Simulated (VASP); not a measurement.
Here is a VASP 6.6.1 calculation.

Contents of INCAR:

```
  PREC = Accurate
  ENCUT = 600
  EDIFF = 1E-6
  ISMEAR = 1
  SIGMA = 0.1
  LREAL = False
  LASPH = True
  NELM = 150
  ALGO = Normal
  ISIF = 2
  LWAVE = False
  LCHARG = False
  ISPIN = 2
  MAGMOM = 5 5 -5 -5 0 0 0 0 0 0
  LORBIT = 11
  LMAXMIX = 4
  METAGGA = R2SCAN
  LMIXTAU = True
  NBANDS = 49
  AMIX = 0.2
  BMIX = 1E-4
  AMIX_MAG = 0.8
  BMIX_MAG = 1E-4
  KPAR = 4
```

KPOINTS

```
regular mesh
0
Gamma
  9 9 9
```

File POSCAR:

```
Fe2O3
1.0
    2.5190000000      1.4543453300      4.5906666700
   -2.5190000000      1.4543453300      4.5906666700
    0.0000000000     -2.9086906600      4.5906666700
Fe O
4 6
Direct
    0.3553000000      0.3553000000      0.3553000000
    0.1447000000      0.1447000000      0.1447000000
    0.6447000000      0.6447000000      0.6447000000
    0.8553000000      0.8553000000      0.8553000000
    0.5559000000      0.9441000000      0.2500000000
    0.2500000000      0.5559000000      0.9441000000
    0.9441000000      0.2500000000      0.5559000000
    0.4441000000      0.0559000000      0.7500000000
    0.7500000000      0.4441000000      0.0559000000
    0.0559000000      0.7500000000      0.4441000000
```

Potentials or basis: VASP PAW PBE potentials, release 64 (Fe, O).

Launch:

```sh
$ cat potpaw_PBE.64/Fe/POTCAR potpaw_PBE.64/O/POTCAR > POTCAR
$ mpirun -np 4 vasp_std > vasp.out
```

Q: What does it give for the largest force?

A: 0.309 eV/Å.

Q: Estimate the pressure.

A: -0.7 GPa.

Q: Estimate the site moments.

A: Fe +4.01, -4.01; O -0.11, +0.11 μB.

Q: Estimate the net moment.

A: 0.00 μB per cell.

Stress tensor (GPa, compression positive):
```
 0.66  0.00  0.00
 0.00  0.66  0.00
 0.00  0.00 -3.43
```

Caveat: the PAW data sets were made with another functional, which shifts forces and pressure a little.
